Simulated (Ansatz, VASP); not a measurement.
# Hf5Si9O28 (amorphous 36HfO2-64SiO2 (mol %)): VASP beside Ansatz, part 3 of 3

Aim: how closely do two programs agree when they are given the same cell, functional and k mesh? The cell is taken from a series of runs on this material, whose earlier steps may have relaxed, scaled, displaced or heated it; both programs get it as it stands.

VASP 6.6.1 and Ansatz 0.2.0.

So far. Step 2 (VASP: single point, PBE, pair 1): The run ends at a pressure of -1.27 GPa, with forces up to 3.9 eV/Å.

### 6. VASP: single point, PBE, pair 2

Level of this step: PBE; plane waves and PAW (Hf_pv, Si, O) (VASP).

The same cell, functional, mesh and smearing now go to VASP, with its own data sets.

Input file INCAR:

```
SYSTEM = Hf5Si9O28
PREC = Accurate
ENCUT = 600
EDIFF = 1E-06
NELM = 120
ISMEAR = -1
SIGMA = 0.025
LREAL = Auto
ALGO = Normal
GGA = PE
NBANDS = 312
LASPH = .TRUE.
LORBIT = 11
LWAVE = .FALSE.
LCHARG = .FALSE.
ISIF = 2
GGA_COMPAT = .FALSE.
EFERMI = MIDGAP
NCORE = 2
```

Input file POSCAR:

```
Hf5Si9O28
1.0
   10.7101300000     -0.0222000000     -0.2065800000
   -0.0222000000     10.7690800000     -0.0844400000
   -0.2065800000     -0.0844400000     10.1802000000
Hf Si O
10 18 56
Direct
    0.9484600000      0.6118000000      0.5459900000
    0.1760000000      0.1786200000      0.9418400000
    0.5807500000      0.8112500000      0.2339500000
    0.2470300000      0.2817000000      0.2383600000
    0.0619900000      0.8657800000      0.9731600000
    0.4110900000      0.9850100000      0.7825100000
    0.2932000000      0.6594300000      0.1363000000
    0.7900600000      0.9043200000      0.8358900000
    0.2833600000      0.7042200000      0.6682300000
    0.0574900000      0.1127000000      0.3976200000
    0.3134500000      0.3064200000      0.7292500000
    0.6383600000      0.9343200000      0.5445900000
    0.5238900000      0.7188400000      0.9118100000
    0.4760000000      0.0934700000      0.1046800000
    0.9067500000      0.5967800000      0.8833100000
    0.9490700000      0.2443800000      0.6946600000
    0.7746500000      0.5519900000      0.1311600000
    0.4188100000      0.5516200000      0.3947100000
    0.7192800000      0.2678300000      0.1696900000
    0.7567500000      0.1908500000      0.4619200000
    0.1839200000      0.4978300000      0.9048700000
    0.9999600000      0.6943400000      0.2578600000
    0.7431600000      0.2253500000      0.8862200000
    0.5688200000      0.4436000000      0.8000400000
    0.6727800000      0.4538300000      0.5265700000
    0.1191100000      0.3850200000      0.5227700000
    0.8772500000      0.9411900000      0.1658300000
    0.0941000000      0.8999400000      0.6580300000
    0.0970800000      0.7500400000      0.6197900000
    0.0473900000      0.1688200000      0.7866600000
    0.5560500000      0.4960600000      0.4316900000
    0.6755900000      0.3007900000      0.5251700000
    0.7251600000      0.0810700000      0.8373300000
    0.9432200000      0.7311300000      0.3979300000
    0.5843700000      0.1968000000      0.1534000000
    0.3221300000      0.1613300000      0.7755100000
    0.7379500000      0.9096900000      0.1998500000
    0.7974300000      0.2285000000      0.0397900000
    0.2182800000      0.3546900000      0.8469100000
    0.9124700000      0.7458100000      0.9187400000
    0.7961600000      0.5371300000      0.9698400000
    0.3489000000      0.1863400000      0.0996300000
    0.7869600000      0.2239700000      0.3104100000
    0.9834300000      0.8231500000      0.1661800000
    0.5960800000      0.8350900000      0.4301300000
    0.4306000000      0.6667400000      0.2891900000
    0.5199400000      0.9783600000      0.6360700000
    0.0152300000      0.3674500000      0.6356900000
    0.2667900000      0.4999800000      0.0423700000
    0.1491000000      0.6694300000      0.2542400000
    0.0868000000      0.3062700000      0.3871600000
    0.8028000000      0.5107700000      0.4792000000
    0.1852700000      0.0032700000      0.9727600000
    0.6871300000      0.0601700000      0.4729000000
    0.1093900000      0.5313500000      0.4996700000
    0.4595200000      0.7418100000      0.0534900000
    0.7488600000      0.8813800000      0.6447500000
    0.9495800000      0.0409700000      0.2621400000
    0.6825400000      0.6615900000      0.1732100000
    0.1948700000      0.7454200000      0.9971000000
    0.6240500000      0.3230500000      0.8793900000
    0.8884000000      0.5967300000      0.7259500000
    0.9187400000      0.5784300000      0.1918400000
    0.9997200000      0.9163200000      0.7787100000
    0.4376800000      0.3876800000      0.7345500000
    0.0365400000      0.5190000000      0.9220400000
    0.4807000000      0.9724800000      0.1974600000
    0.8363300000      0.2904400000      0.7826300000
    0.5354500000      0.5677300000      0.8871400000
    0.6500000000      0.8024500000      0.8993000000
    0.2455000000      0.9051300000      0.7050700000
    0.8967400000      0.9759200000      0.0111600000
    0.4259400000      0.7788200000      0.7954900000
    0.2379800000      0.5778800000      0.7866000000
    0.3634300000      0.6167300000      0.5275000000
    0.6482600000      0.4925500000      0.6793400000
    0.0746800000      0.9904600000      0.5364600000
    0.1187400000      0.2710300000      0.0959600000
    0.3318900000      0.4412800000      0.3213100000
    0.8968100000      0.1775400000      0.5477300000
    0.2230800000      0.1215000000      0.3265100000
    0.4848000000      0.0410200000      0.9519700000
    0.2488400000      0.3236600000      0.5837600000
    0.7157500000      0.4189000000      0.1772700000
```

Input file KPOINTS:

```
Automatic mesh
0
Gamma
1 1 1
0 0 0
```

PAW data sets: Hf_pv, Si and O (PBE family, release 64).

Command:

```
> mpirun -np 8 vasp_gam
```

Numbers of over 12 decimals in the logs are rounded to 6 here.

The program printed:

```text
[... set-up lines as in an earlier step ...]
 entering main loop
       N       E                     dE             d eps       ncg     rms          rms(c)
DAV:   1     0.515892697141E+04    0.51589E+04   -0.33500E+05   632   0.182E+03
DAV:   2    -0.365137651800E+03   -0.55241E+04   -0.53482E+04   792   0.441E+02
DAV:   3    -0.825419700364E+03   -0.46028E+03   -0.45728E+03   712   0.125E+02
DAV:   4    -0.836633031357E+03   -0.11213E+02   -0.11159E+02   744   0.208E+01
[...]
DAV:  17    -0.720599103648E+03    0.26192E-04   -0.67790E-05   840   0.298E-02    0.319E-02
DAV:  18    -0.720599105888E+03   -0.22397E-05   -0.33164E-05   728   0.150E-02    0.124E-02
DAV:  19    -0.720599105455E+03    0.43273E-06   -0.41400E-06   632   0.489E-03
   1 F= -.72059911E+03 E0= -.72059911E+03  d E =0.000000E+00
```

OUTCAR, selected parts (step 6):

```text
  Total       -6.5484425     -6.3155162     -6.2955392     -0.2942400     -0.0299160     -0.2579171
  in kB       -8.9396262     -8.6216462     -8.5943746     -0.4016826     -0.0408399     -0.3520963
  external PRESSURE =      -8.7185490 kB  Pullay stress =       0.0000000 kB

  FREE ENERGIE OF THE ION-ELECTRON SYSTEM (eV)
  ---------------------------------------------------
  free  energy   TOTEN  =      -720.5991054549 eV

  energy  without entropy=     -720.5991054549  energy(sigma->0) =     -720.59910545

[... 1 part as in an earlier step ...]

[... 2 further parts left out ...]
[key lines of the parts left out:]
E-fermi :   3.2414
```

The run ends at a pressure of -0.87 GPa, with forces up to 0.24 eV/Å.

### 7. Differences

What differs besides the data sets and the points named for the pairs above, as far as they apply: the data sets hold 668 valence electrons in Ansatz (on its default PAW (the set named soft_2) files) and 508 in VASP; the cutoff is 420 eV in Ansatz and 600 eV in VASP (PREC = Accurate, projectors in real space). Total energies have different zeros and are not compared.

Both answers:

```
              quantity  Ansatz   VASP  difference
        pressure (GPa)    0.00  -0.87       +0.87
gap on the k mesh (eV)   4.267  4.242      +0.026
```

Forces on 7 of the 84 atoms, those with the largest forces and the largest differences (eV/Å; atoms numbered as in POSCAR):

```
atom          Ansatz x, y, z            VASP x, y, z
 O37    -0.001, 0.000, 0.001   -0.207, -0.109, 0.044
 O45  -0.002, -0.005, -0.016  -0.020, -0.057, -0.228
 O50    0.000, 0.005, -0.002   0.183, -0.012, -0.122
 O52   -0.005, -0.008, 0.000     0.180, 0.101, 0.046
 O59    -0.001, 0.000, 0.000    -0.130, 0.182, 0.070
 O62    -0.003, 0.001, 0.007    0.064, 0.015, -0.208
 O70    0.001, 0.002, -0.001    0.167, 0.123, -0.069
```

The forces differ by 75 meV/Å r.m.s., where the r.m.s. force is 0.006 eV/Å in Ansatz and 0.075 eV/Å in VASP: the atoms lie near their places of rest in Ansatz, so a percentage would say little (all taken over all components). A gap on the mesh is an upper bound, since the band edges may lie between its points; neither run holds spin-orbit coupling, which can move the band edges of a compound of Hf.

### 8. What came out

| Quantity | Value |
| --- | --- |
| r.m.s. force difference (single point, PBE, pair 1) | 7.3 % of the r.m.s. force |
| r.m.s. force difference (single point, PBE, pair 2) | 75 meV/Å |
| difference in pressure (single point, PBE, pair 2) | 0.87 GPa |

**Reading.** The r.m.s. force difference is 75 meV/Å (single point, PBE, pair 2), beyond the 12 meV/Å picked in this series as the mark of a large difference. The data sets hold unlike numbers of valence electrons (668 in Ansatz and 508 in VASP), so part of the differences comes from the potentials. What causes the difference of the single point, PBE, pair 1 pair stays open here. What causes the difference of the single point, PBE, pair 2 pair stays open here. How closely two codes agree says nothing of how well the functional describes the real material.

[Lines on the potential files, build, host, timing and source positions are cut from VASP's logs without a mark.]

[Logs are printed without paths, hosts, clocks, repeated set-up lines and the standing remarks that a program may print on its own settings, such as how far it seeks lower states.]

[Hosts, paths, dates, database ids (printed as entryN), source tags and the programs' standing remarks are cut or masked in the printed files.]
